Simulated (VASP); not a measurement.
All values below come from optB88-vdW, VASP's PBE PAW potentials (set 64) (plane waves; VASP).

VASP ran on this input.

INCAR:
```
# general
SYSTEM  =InSb
PREC    =Accurate
ENCUT   =520   # plane-wave cut-off (eV)
LREAL   =.FALSE.
LASPH   =.TRUE.   # aspherical one-centre terms

# electronic loop
EDIFF   =1E-6
NELM    =100   # most electronic steps
ALGO    =Normal   # blocked Davidson
LMAXMIX =4

# smearing
ISMEAR  =0
SIGMA   =0.05

# functional
GGA     =BO
LUSE_VDW=.TRUE.
AGGAC   =0.0
PARAM1  =0.1833333333
PARAM2  =0.22

# ions
IBRION  =2
NSW     =60   # most ionic steps
ISIF    =3   # ions, shape and volume
EDIFFG  =-0.01

# output
LWAVE   =.FALSE.
LCHARG  =.FALSE.
```

File KPOINTS:
```
Automatic mesh
0
gamma
6 6 6
0 0 0
```

### POSCAR
```
InSb
1
    0.0000000000     3.2400000000     3.2400000000
    3.2400000000     0.0000000000     3.2400000000
    3.2400000000     3.2400000000     0.0000000000
In Sb
1 1
Direct
  0.0000000000   0.0000000000   0.0000000000
  0.2500000000   0.2500000000   0.2500000000
```

POTCAR, in this order: In_d Sb (PBE.64 set). Program: vasp_std.

Problem. What will the output report for the number of irreducible k-points (NKPTS), largest plane-wave count, number of space-group operations, FFT grid (NGX, NGY, NGZ)?

Solution. 
The number of irreducible k-points (NKPTS) comes out as 16, the largest plane-wave count is 1853 and the number of space-group operations is 24. The FFT grid (NGX, NGY, NGZ) is 36 × 36 × 36.

The compound is InSb in the zinc blende structure. This run relaxes it. Symmetry was kept, so distortions that lower it aren't found.
